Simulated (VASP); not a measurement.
A run of VASP 6.6.1 is set up as follows.

File INCAR:

```
PREC     = Accurate       # precision mode
ENCUT    = 520            # plane-wave cutoff, eV
EDIFF    = 1E-6           # SCF threshold, eV
ISMEAR   = 0              # smearing method
SIGMA    = 0.1            # smearing width, eV
LREAL    = F              # projectors in reciprocal space
LASPH    = T              # aspherical terms in the spheres
NELM     = 100            # most SCF steps
ALGO     = Fast           # electronic algorithm
ISIF     = 2              # what is computed and relaxed
LWAVE    = F              # write WAVECAR
LCHARG   = F              # write CHGCAR
GGA      = PE             # functional
NBANDS   = 28             # bands
```

The input KPOINTS:

```
Automatic mesh
0
Gamma
  5 3 4
  0.5 0.5 0.5
```

File POSCAR:

```
InPd2F
1.0
    3.3252890000      0.5335480000      0.9633890000
    0.5496430000      4.8236980000     -0.1510270000
    0.4274000000     -0.5264720000      4.3115020000
Pd In F
2 1 1
Direct
    0.0655471483      0.5803758118      0.2348181715
    0.6063084705      0.8811868520      0.9123465780
    0.1567987141      0.1532326340      0.5757012541
    0.3804430578      0.5329826755      0.6466651570
```

Potentials or basis: VASP PAW PBE potentials, release 64 (Pd, In_d, F).

Run with:

```console
$ cat potpaw_PBE.64/Pd/POTCAR potpaw_PBE.64/In_d/POTCAR potpaw_PBE.64/F/POTCAR > POTCAR
$ mpirun -np 1 vasp_std > vasp.out
```

Problem. What does it give for the pressure?

Solution. 5.0 GPa.

Problem. What does it give for the band gap on the k mesh?

Solution. None (metal or under the smearing width).

Forces in eV/Å, atoms in the order of the input:
```
Pd  -0.199  0.361 -0.293
Pd  -0.151  1.004  0.491
In  -0.270 -0.911  0.051
F    0.619 -0.454 -0.249
```

Caveat: the k mesh is coarse (spacing up to 0.46 Å⁻¹), so the values aren't converged.
